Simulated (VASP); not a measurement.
Method: r2SCAN meta-GGA, VASP's PBE PAW potentials (set 64) (plane waves; VASP 6.6.1).

The input files of a VASP run:

### POSCAR
```
ScAl
1
   -0.0000000000     2.8274210888     2.8274210888
    2.8274210888    -0.0000000000     2.8274210888
    2.8274210888     2.8274210888    -0.0000000000
Sc Al
1 1
Direct
  0.0000000000   0.0000000000   0.0000000000
  0.5000000000   0.5000000000   0.5000000000
```

INCAR:
```
SYSTEM=ScAl
PREC=Accurate; ENCUT=400; LREAL=F
LASPH=T
EDIFF=1E-6; NELM=100; ALGO=Normal
LMAXMIX=4; LMIXTAU=T
ISMEAR=1; SIGMA=0.1
METAGGA=R2SCAN
IBRION=2; NSW=60; ISIF=3
EDIFFG=-0.01
LWAVE=F; LCHARG=F
```

KPOINTS:
```
Automatic mesh
0
Gamma
10 10 10
0 0 0
```

POTCAR, in this order: Sc_sv Al (PBE.64 set). Program: vasp_std.

Output of the run:

### OUTCAR
```
 ion  position               nearest neighbor table
   1  0.000  0.000  0.000-   2 2.83   2 2.83   2 2.83   2 2.83   2 2.83   2 2.83
   2  0.500  0.500  0.500-   1 2.83   1 2.83   1 2.83   1 2.83   1 2.83   1 2.83
  LATTYP: Found a face centered cubic cell.
 ALAT       =     5.6548421776
 Subroutine PRICEL returns:
 Original cell was already a primitive cell.
 Subroutine GETGRP returns: Found 48 space group operations
The static configuration has the point symmetry O_h .
The dynamic configuration has the point symmetry O_h .
 Subroutine INISYM returns: Found 48 space group operations
 Subroutine IBZKPT returns following result:
 Found     47 irreducible k-points:

 Following reciprocal coordinates:
            Coordinates               Weight
  0.000000  0.000000  0.000000      1.000000
  0.100000  0.000000  0.000000      8.000000
  0.200000  0.000000  0.000000      8.000000
  0.300000  0.000000  0.000000      8.000000
  0.400000  0.000000  0.000000      8.000000
  0.500000  0.000000  0.000000      4.000000
  0.100000  0.100000  0.000000      6.000000
  0.200000  0.100000  0.000000     24.000000
  0.300000  0.100000  0.000000     24.000000
...
```

### OSZICAR
```
       N       E                     dE             d eps       ncg     rms          rms(c)
DAV:   1     0.649714582730E+02    0.64971E+02   -0.57563E+03  1058   0.101E+03
DAV:   2    -0.187726979514E+02   -0.83744E+02   -0.82144E+02  1048   0.345E+02
DAV:   3    -0.214496857949E+02   -0.26770E+01   -0.25895E+01  1696   0.606E+01
DAV:   4    -0.215010134221E+02   -0.51328E-01   -0.43865E-01  1633   0.534E+00
DAV:   5    -0.215023033124E+02   -0.12899E-02   -0.12887E-02  1451   0.875E-01    0.833E+00
DAV:   6    -0.174483349753E+02    0.40540E+01   -0.60646E+00  1579   0.403E+01    0.259E+00
DAV:   7    -0.178074427384E+02   -0.35911E+00   -0.41835E-01  1435   0.705E+00    0.124E+00
DAV:   8    -0.174880358418E+02    0.31941E+00   -0.78663E-01  1645   0.900E+00    0.745E-01
DAV:   9    -0.177764061569E+02   -0.28837E+00   -0.52150E-01  1306   0.767E+00    0.267E-01
DAV:  10    -0.178091556128E+02   -0.32749E-01   -0.18147E-01  1636   0.497E+00    0.702E-01
DAV:  11    -0.177702258443E+02    0.38930E-01   -0.72229E-02  1576   0.296E+00    0.188E-01
DAV:  12    -0.177719819430E+02   -0.17561E-02   -0.10615E-02  1738   0.117E+00    0.539E-02
DAV:  13    -0.177715854938E+02    0.39645E-03   -0.19949E-03  1533   0.652E-01    0.898E-02
DAV:  14    -0.177720235407E+02   -0.43805E-03   -0.12988E-03  1585   0.418E-01    0.399E-02
DAV:  15    -0.177719531900E+02    0.70351E-04   -0.13949E-04  1226   0.149E-01    0.234E-02
DAV:  16    -0.177719942997E+02   -0.41110E-04   -0.17711E-05  1725   0.770E-02    0.954E-03
DAV:  17    -0.177720104687E+02   -0.16169E-04   -0.29176E-05  1208   0.558E-02    0.978E-03
DAV:  18    -0.177720227314E+02   -0.12263E-04   -0.56908E-06  1106   0.267E-02    0.588E-03
DAV:  19    -0.177720243316E+02   -0.16001E-05   -0.89261E-07   628   0.179E-02    0.479E-03
DAV:  20    -0.177720255632E+02   -0.12316E-05   -0.13600E-06   923   0.100E-02    0.271E-03
DAV:  21    -0.177720252064E+02    0.35676E-06   -0.16727E-07   571   0.692E-03
   1 F= -.17772025E+02 E0= -.17770777E+02  d E =-.177720E+02
```

**OUTCAR**
```
------------------------ aborting loop because EDIFF is reached ----------------------------------------
  FORCE on cell =-STRESS in cart. coord.  units (eV):
  Direction    XX          YY          ZZ          XY          YZ          ZX
  --------------------------------------------------------------------------------------
  Total       -0.0007850     -0.0007850     -0.0007850     -0.0000000      0.0000000     -0.0000000
  in kB       -0.0278198     -0.0278198     -0.0278198     -0.0000000      0.0000000     -0.0000000
  external PRESSURE =      -0.0278198 kB  Pullay stress =       0.0000000 kB
  volume of cell :       45.21
      direct lattice vectors                 reciprocal lattice vectors
     0.000000000  2.827421089  2.827421089    -0.176839595  0.176839595  0.176839595
     2.827421089  0.000000000  2.827421089     0.176839595 -0.176839595  0.176839595
     2.827421089  2.827421089  0.000000000     0.176839595  0.176839595 -0.176839595
 POSITION                                       TOTAL-FORCE (eV/Angst)
 -----------------------------------------------------------------------------------
      0.00000      0.00000      0.00000        -0.000000     -0.000000     -0.000000
      2.82742      2.82742      2.82742         0.000000      0.000000      0.000000
 -----------------------------------------------------------------------------------
    total drift:                               -0.000000      0.000000      0.000000
  FREE ENERGIE OF THE ION-ELECTRON SYSTEM (eV)
  ---------------------------------------------------
  free  energy   TOTEN  =       -17.7720252064 eV

  energy  without entropy=      -17.7682797207  energy(sigma->0) =      -17.77077671

 reached required accuracy - stopping structural energy minimisation
```
(Selected blocks of OUTCAR.)

The structure was generated: ScAl was put into the rock salt type (Fm-3m), which need not be its known phase. It was relaxed first, which changed the volume by -27 %. The start is the result of an earlier pass.
